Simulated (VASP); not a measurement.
An input for Quantum ESPRESSO's pw.x (written as the equivalent of a VASP run, and not itself run):

```
&CONTROL
  calculation = 'vc-relax'
  pseudo_dir = './pseudo'
  outdir = './out'
  tprnfor = .true.
  tstress = .true.
  nstep = 60
  forc_conv_thr = 0.00078
/
&SYSTEM
  ibrav = 0
  nat = 4
  ntyp = 2
  ecutwfc = 68
  occupations = 'smearing'
  smearing = 'methfessel-paxton'
  degauss = 0.00735
  input_dft = 'pbesol'
/
&ELECTRONS
  conv_thr = 7.3e-08
  electron_maxstep = 100
/
&IONS
/
&CELL
/
ATOMIC_SPECIES
  Ca 40.078 Ca.upf
  Tl 204.380 Tl.upf
CELL_PARAMETERS angstrom
    -0.0000000    3.9965783    3.9965783
     3.9965783    0.0000000    3.9965783
     3.9965783    3.9965783   -0.0000000
ATOMIC_POSITIONS crystal
  Ca   0.5000000  0.5000000  0.5000000
  Ca   0.2500000  0.2500000  0.2500000
  Ca   0.7500000  0.7500000  0.7500000
  Tl   0.0000000  1.0000000  0.0000000
K_POINTS automatic
  6 6 6 0 0 0
```

### Question
Translate this input to VASP (INCAR, KPOINTS, POSCAR, choice of POTCAR).

### Answer
This is not unique; one that fits is 
### KPOINTS
```
Automatic
0
gamma
  6 6 6
0 0 0
```

POSCAR:
```
Ca3Tl
1.0
  0.0000000000   3.9965783304   3.9965783304
  3.9965783304   0.0000000000   3.9965783304
  3.9965783304   3.9965783304   0.0000000000
Ca Tl
3 1
Cartesian
  3.9965783304   3.9965783304   3.9965783304
  1.9982891652   1.9982891652   1.9982891652
  5.9948674956   5.9948674956   5.9948674956
  3.9965783304   0.0000000000   3.9965783304
```

**INCAR**
```
SYSTEM = Ca3Tl
PREC = Accurate; ENCUT = 400; LREAL = .False.
LASPH = .True.
EDIFF = 1E-6; NELM = 100; ALGO = Normal
LMAXMIX = 4
ISMEAR = 1; SIGMA = 0.1
GGA = PS
IBRION = 2; NSW = 60; ISIF = 3
EDIFFG = -0.02
LWAVE = .False.; LCHARG = .False.
```

POTCAR, in this order: Ca_sv Tl_d (PBE.64 set). Program: vasp_std.

The two are equivalent in intent, not identical: the potentials are each code's own (VASP's PAW set, PseudoDojo norm-conserving files in pw.x), so ENCUT and ecutwfc are chosen apart and not converted; conv_thr bounds pw.x's estimated SCF error, while EDIFF bounds the energy change between steps; forc_conv_thr acts on force components and is met together with etot_conv_thr.

The structure comes from a computed database's Ca3Tl entry (Fm-3m); how it stands against other phases isn't given here. This run relaxes it. Symmetry was kept, so distortions that lower it aren't found. The start is the result of an earlier pass.
